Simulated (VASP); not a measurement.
The input files of a VASP run:

**KPOINTS**
```
Automatic mesh
0
Gamma
15 15 15
0 0 0
```

File POSCAR:
```
Li
1
   -1.7132431160     1.7132431160     1.7132431160
    1.7132431160    -1.7132431160     1.7132431160
    1.7132431160     1.7132431160    -1.7132431160
Li
1
Direct
  0.0000000000   0.0000000000   0.0000000000
```

INCAR:
```
ALGO = Normal
EDIFF = 1E-6
EDIFFG = -0.02
ENCUT = 620
GGA = PS
IBRION = 2
ISIF = 3
ISMEAR = 1
LASPH = .True.
LCHARG = .False.
LREAL = .False.
LWAVE = .False.
NELM = 100
NSW = 40
PREC = Accurate
PSTRESS = 50
SIGMA = 0.1
SYSTEM = Li
```

POTCAR, in this order: Li_sv (PBE.64 set). Program: vasp_std.

**Question.** Write an equivalent input for Ansatz.

**Answer.** One equivalent input (not run):
Ansatz 0.2 input:
```yaml
crystal:
  lattice:
    - [-1.7132431, 1.7132431, 1.7132431]
    - [1.7132431, -1.7132431, 1.7132431]
    - [1.7132431, 1.7132431, -1.7132431]
  atoms:
    - { symbol: Li, position: [0.0000000, 0.0000000, 0.0000000] }
kpoints:
  mp_grid: { grid: [15, 15, 15] }
hamiltonian:
  xc: pbesol
  pseudopotentials: { kind: paw }
scf:
  occupations: { method: methfessel_paxton, width: 0.1 }
  max_iter: 100
relax:
  max_steps: 40
  f_tol: 0.02
  cell: { p_target: 5 }
output: { forces: true, stress: true, eigenvalues: true }
```
What does not carry over: each code has its own PAW files, so the cut-off isn't converted (ENCUT is set for VASP's; basis.ecutwfc is left out, and Ansatz then takes the one that its files recommend); Ansatz stops its SCF on the density residual and VASP on the energy change (EDIFF).

The compound is Li in the bcc structure. This run relaxes it under an external pressure of 5 GPa. Symmetry was kept, so distortions that lower it aren't found.
